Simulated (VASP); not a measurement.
Input:

```xyz
4
Lattice="2.0370 1.1761 6.6570 -2.0370 1.1761 6.6570 0.0000 -2.3521 6.6570" Properties=species:S:1:pos:R:3 pbc="T T T"
Sn     0.0000     0.0000     9.9855
Pb     0.0000     0.0000     0.0000
S      0.0000     0.0000     4.9336
S      0.0000     0.0000    15.0375
```

Calculation: LDA (Ceperley-Alder, Perdew-Zunger), VASP's LDA PAW potentials (set 64) (plane waves; VASP). Settings: 400 eV cut-off, 7×7×7 Γ-centred mesh, tetrahedra with Blöchl corrections, potentials Sn_d Pb_d S.

What does the run give for the energy per atom (σ→0)?

```
Quantity                       Result
---------------------  --------------
energy per atom (σ→0)  -5.007 eV/atom
```

The absolute energy has meaning only against runs of the same code, potentials and settings.

The structure comes from a computed database's SnPbS2 entry (R-3m); how it stands against other phases isn't given here. It was relaxed first, which changed the volume by -8 %.
